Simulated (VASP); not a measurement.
Computed with revPBE GGA, VASP's PBE PAW potentials (set 64) (plane waves; VASP).

VASP input:

### INCAR
```
ALGO=Normal
EDIFF=1E-7
ENCUT=520
GGA=RE
ICHARG=11
ISMEAR=0
LASPH=.TRUE.
LCHARG=.FALSE.
LMAXMIX=6
LORBIT=11
LREAL=.FALSE.
LWAVE=.FALSE.
NELM=100
PREC=Accurate
SIGMA=0.05
SYSTEM=La2O3
```

### KPOINTS
```
k-points along high-symmetry lines
10
Line-mode
Reciprocal
  0.000000   0.000000   0.000000 ! GAMMA
  0.500000   0.000000   0.000000 ! M

  0.500000   0.000000   0.000000 ! M
  0.333333   0.333333   0.000000 ! K

  0.333333   0.333333   0.000000 ! K
  0.000000   0.000000   0.000000 ! GAMMA

  0.000000   0.000000   0.000000 ! GAMMA
  0.000000   0.000000   0.500000 ! A

  0.000000   0.000000   0.500000 ! A
  0.500000   0.000000   0.500000 ! L

  0.500000   0.000000   0.500000 ! L
  0.333333   0.333333   0.500000 ! H

  0.333333   0.333333   0.500000 ! H
  0.000000   0.000000   0.500000 ! A

  0.500000   0.000000   0.500000 ! L
  0.500000   0.000000   0.000000 ! M

  0.333333   0.333333   0.500000 ! H
  0.333333   0.333333   0.000000 ! K
```

### POSCAR
```
La2O3
1.0
  1.9769807771  -3.4242310597   0.0000000000
  1.9769807771   3.4242310597   0.0000000000
  0.0000000000   0.0000000000   6.2519436940
La O
2 3
Cartesian
  1.9769807771   1.1414126361   1.5514605678
  1.9769807771  -1.1414126361   4.7004831262
  0.0000000000   0.0000000000   0.0000000000
  1.9769807771   1.1414126361   4.0356735081
  1.9769807771  -1.1414126361   2.2162701859
```

POTCAR, in this order: La O (PBE.64 set). Program: vasp_std. Read from the step before: CHGCAR.

What VASP printed:

OSZICAR:
```
       N       E                     dE             d eps       ncg     rms          rms(c)
DAV:   1     0.439980311381E+03    0.43998E+03   -0.15874E+04  4352   0.255E+03
DAV:   2     0.692352101927E+02   -0.37075E+03   -0.36552E+03  6384   0.397E+02
DAV:   3    -0.252481090835E+02   -0.94483E+02   -0.93403E+02  8320   0.209E+02
DAV:   4    -0.393450476630E+02   -0.14097E+02   -0.14089E+02  7888   0.775E+01
DAV:   5    -0.401080866689E+02   -0.76304E+00   -0.76270E+00  7728   0.202E+01
DAV:   6    -0.401732993011E+02   -0.65213E-01   -0.65208E-01  7944   0.510E+00
DAV:   7    -0.401771625111E+02   -0.38632E-02   -0.38631E-02  7976   0.145E+00
DAV:   8    -0.401774714486E+02   -0.30894E-03   -0.30893E-03  7840   0.396E-01
DAV:   9    -0.401774963644E+02   -0.24916E-04   -0.24916E-04  7992   0.113E-01
DAV:  10    -0.401774987275E+02   -0.23631E-05   -0.23631E-05  7784   0.315E-02
DAV:  11    -0.401774989259E+02   -0.19842E-06   -0.19848E-06  6424   0.941E-03
DAV:  12    -0.401774989434E+02   -0.17484E-07   -0.17443E-07  4864   0.319E-03
   1 F= -.40177499E+02 E0= -.40177499E+02  d E =-.105523E-20
```

OUTCAR:
```
 val. band max:        5.7442221171   @ k =   0.5000   0.0000   0.5000

 cond. band min:       9.6321071286   @ k =   0.5000   0.0000   0.0000



 k-point     1 :       0.0000    0.0000    0.0000
  band No.  band energies     occupation
      1     -24.2065      2.00000
      2     -24.0109      2.00000
      3     -11.1222      2.00000
      4      -9.9524      2.00000
      5      -9.4690      2.00000
      6      -7.6770      2.00000
      7      -7.6770      2.00000
      8      -7.4846      2.00000
      9      -7.4846      2.00000
     10      -7.4178      2.00000
     11      -6.6499      2.00000
     12       3.5069      2.00000
     13       3.5069      2.00000
     14       3.6102      2.00000
     15       3.6102      2.00000
     16       3.6932      2.00000
     17       4.1945      2.00000
     18       5.4431      2.00000
     19       5.4431      2.00000
     20       5.6837      2.00000
     21      10.0284      0.00000
     22      10.3696      0.00000
     23      10.3697      0.00000
     24      10.7698      0.00000

 k-point     2 :       0.0556    0.0000    0.0000
  band No.  band energies     occupation
      1     -24.2018      2.00000
      2     -24.0087      2.00000
      3     -11.1229      2.00000
      4     -10.0129      2.00000
      5      -9.5147      2.00000
      6      -7.6886      2.00000
      7      -7.6289      2.00000
      8      -7.4885      2.00000
      9      -7.4426      2.00000
     10      -7.4214      2.00000
     11      -6.6525      2.00000
     12       3.5326      2.00000
     13       3.5399      2.00000
     14       3.5525      2.00000
     15       3.6300      2.00000
     16       3.7053      2.00000
     17       4.2935      2.00000
     18       5.3980      2.00000
     19       5.4383      2.00000
     20       5.6692      2.00000
     21      10.0634      0.00000
     22      10.3681      0.00000
     23      10.3875      0.00000
     24      10.7712      0.00000

...
```

The density is held fixed in this step, so its total energy and stress have no physical meaning.

The compound is La2O3 in the a-type structure. It was relaxed first.
